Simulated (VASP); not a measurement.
A convergence study with VASP on GaN (zinc blende): one setting is varied, all else stays as given below, so the limit is that of these other settings.

```yaml
crystal:
  lattice:
    - [0.00000, 2.26000, 2.26000]
    - [2.26000, 0.00000, 2.26000]
    - [2.26000, 2.26000, 0.00000]
  atoms:
    - { symbol: Ga, position: [0.00000, 0.00000, 0.00000] }
    - { symbol: N, position: [0.25000, 0.25000, 0.25000] }
```

The numbers are results of PBE GGA, VASP's PBE PAW potentials (set 64) (plane waves; VASP 6.6.1), not measurements. The tightest run used: 700 eV cut-off, 19×19×19 Γ-centred mesh, Gaussian smearing of 0.050 eV, potentials Ga_d N.

```
setting     E (eV/atom)  pressure (GPa)  irreducible k-points
----------  -----------  --------------  --------------------
1×1×1 mesh       2.0815           60.58                     1
2×2×2 mesh      -5.2177            6.72                     3
3×3×3 mesh      -5.9290            3.61                     4
```

These are the cheaper rows. Estimate the results at 19×19×19 mesh, and how far the last row shown lies from them.

```csv
quantity,tightest run,last row shown is off by
E (eV/atom),-6.0768,0.1478
pressure (GPa),3.32,0.29
```

Left out are rungs that failed or repeat a setting and relaxations that didn't move; long series are thinned to 24 rows.

The compound is GaN in the zinc blende structure, a metastable form; wurtzite is the usual one. The cell was not relaxed at this level.
